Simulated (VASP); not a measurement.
Data:

```
CeO2
1.0
    0.00000     2.69865     2.69865
    2.69865     0.00000     2.69865
    2.69865     2.69865     0.00000
Ce O
1 2
Direct
  0.00000   0.00000   0.00000
  0.25000   0.25000   0.25000
  0.75000   0.75000   0.75000
```

Level of theory: PBEsol GGA, VASP's PBE PAW potentials (set 64) (plane waves; VASP 6.6.1). Run with 600 eV cut-off, 8×8×8 Γ-centred mesh, Gaussian smearing of 0.050 eV, potentials Ce O.

Each row applies one change to this cell, which was relaxed at other settings and keeps the small stress of the first row; at a fixed cut-off the stress holds a Pulay part, so it need not integrate to ΔE exactly. Stress is in GPa, positive when the cell is compressed; gaps are those on the k-mesh, and 0.00 means metallic.

| change | ΔE (meV/atom) | σxx | σyy | σzz | largest shear component, with its sign (GPa) | largest force (eV/Å) | gap (eV) |
|---|---|---|---|---|---|---|---|
| none | 0.0 | 0.01 | 0.01 | 0.01 | 0.00 | 0.000 | 1.97 |
| atom 2 (O) moved by 0.050 Å along y | 3.1 | 0.08 | 0.20 | 0.08 | -0.37 | 0.373 | 1.95 |
| atom 2 (O) moved by -0.200 Å along x | [?] | [?] | [?] | [?] | [?] | [?] | [?] |
| isotropic strain of -1.5 % | 18.1 | 9.67 | 9.67 | 9.67 | 0.00 | 0.000 | 2.10 |
| isotropic strain of +4.0 % | [?] | [?] | [?] | [?] | [?] | [?] | [?] |
| uniaxial strain of -0.5 % along y | 0.5 | 0.58 | 1.82 | 0.58 | 0.00 | 0.000 | 1.98 |
| uniaxial strain of -2.0 % along x | 6.6 | 7.48 | 2.38 | 2.38 | 0.00 | 0.000 | 2.00 |
| shear strain γ_xy = -3.0 % | 2.3 | 0.25 | 0.25 | 0.12 | 1.89 | 0.055 | 1.96 |

Some entries are withheld; supply them.

- isotropic strain of +4.0 %, ΔE (meV/atom): 95.9
- isotropic strain of +4.0 %, σxx: -17.43
- isotropic strain of +4.0 %, σyy: -17.43
- isotropic strain of +4.0 %, σzz: -17.43
- isotropic strain of +4.0 %, largest shear component, with its sign (GPa): 0.00
- isotropic strain of +4.0 %, largest force (eV/Å): 0.000
- isotropic strain of +4.0 %, gap (eV): 1.65
- atom 2 (O) moved by -0.200 Å along x, ΔE (meV/atom): 50.5
- atom 2 (O) moved by -0.200 Å along x, σxx: 3.11
- atom 2 (O) moved by -0.200 Å along x, σyy: 1.30
- atom 2 (O) moved by -0.200 Å along x, σzz: 1.30
- atom 2 (O) moved by -0.200 Å along x, largest shear component, with its sign (GPa): 1.86
- atom 2 (O) moved by -0.200 Å along x, largest force (eV/Å): 1.545
- atom 2 (O) moved by -0.200 Å along x, gap (eV): 1.92

Failed runs are left out, and for metals the shear rows, which the mesh's noise covers.

The compound is CeO2 in the fluorite structure. The run is not spin-polarised, so no magnetic state was tried.
